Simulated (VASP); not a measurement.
Input for VASP

INCAR:
```
ALGO = Normal
EDIFF = 1E-6
EDIFFG = -0.02
ENCUT = 500
GGA = PE
IBRION = 2
ISIF = 3
ISMEAR = 0
LASPH = .TRUE.
LCHARG = .FALSE.
LMAXMIX = 4
LREAL = .FALSE.
LWAVE = .FALSE.
NELM = 100
NSW = 40
PREC = Accurate
PSTRESS = 300
SIGMA = 0.05
SYSTEM = CsI
```

KPOINTS:
```
Automatic mesh
0
Gamma
7 7 7
0 0 0
```

**POSCAR**
```
CsI
1.0
  3.9154700527   0.0000000000   0.0000000000
  0.0000000000   3.9154700527   0.0000000000
  0.0000000000   0.0000000000   3.9154700527
Cs I
1 1
Direct
  0.0000000000   0.0000000000   0.0000000000
  0.5000000000   0.5000000000   0.5000000000
```

POTCAR, in this order: Cs_sv I (PBE.64 set). Program: vasp_std.

Q: Translate this PBE calculation to Ansatz.

A: One equivalent input (not run):
Ansatz 0.2 input:
```yaml
crystal:
  lattice:
    - [3.9154701, 0.0000000, 0.0000000]
    - [0.0000000, 3.9154701, 0.0000000]
    - [0.0000000, 0.0000000, 3.9154701]
  atoms:
    - { symbol: Cs, position: [0.0000000, 0.0000000, 0.0000000] }
    - { symbol: I, position: [0.5000000, 0.5000000, 0.5000000] }
kpoints:
  mp_grid: { grid: [7, 7, 7] }
hamiltonian:
  xc: pbe
  pseudopotentials: { kind: paw }
scf:
  occupations: { method: gaussian, width: 0.05 }
  max_iter: 100
relax:
  max_steps: 40
  f_tol: 0.02
  cell: { p_target: 30 }
output: { forces: true, stress: true, eigenvalues: true }
```
What does not carry over: each code has its own PAW files, so the cut-off isn't converted (ENCUT is set for VASP's; basis.ecutwfc is left out, and Ansatz then takes the one that its files recommend); Ansatz stops its SCF on the density residual and VASP on the energy change (EDIFF).

The compound is CsI in the CsCl type structure. This run relaxes it under an external pressure of 30 GPa. Symmetry was kept, so distortions that lower it aren't found.
